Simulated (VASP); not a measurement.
Input:

```xyz
3
Lattice="3.0448 0.0000 0.0000 -1.5224 2.6369 0.0000 0.0000 0.0000 16.8771" Properties=species:S:1:pos:R:3 pbc="T T T"
Zr     1.5224     0.8790     8.4385
H      0.0000     1.7579     7.0000
H      0.0000     1.7579     9.8771
```

Computed with PBE GGA, VASP's PBE PAW potentials (set 64) (plane waves; VASP). Numerical set-up: 300 eV cut-off, 12×12×1 Γ-centred mesh, Fermi-Dirac smearing of 0.10 eV, potentials Zr_sv H.

The cell holds a wide vacuum, so values per volume refer to the whole cell.

Task: Estimate the energy per atom (σ→0), largest force.

Result: 
* **energy per atom (σ→0)**: -5043 meV/atom
* **largest force**: 0.784 eV/Å

Only differences to runs with the same potentials and settings are physical.

The cell is a sheet with vacuum, built from a generated structure.
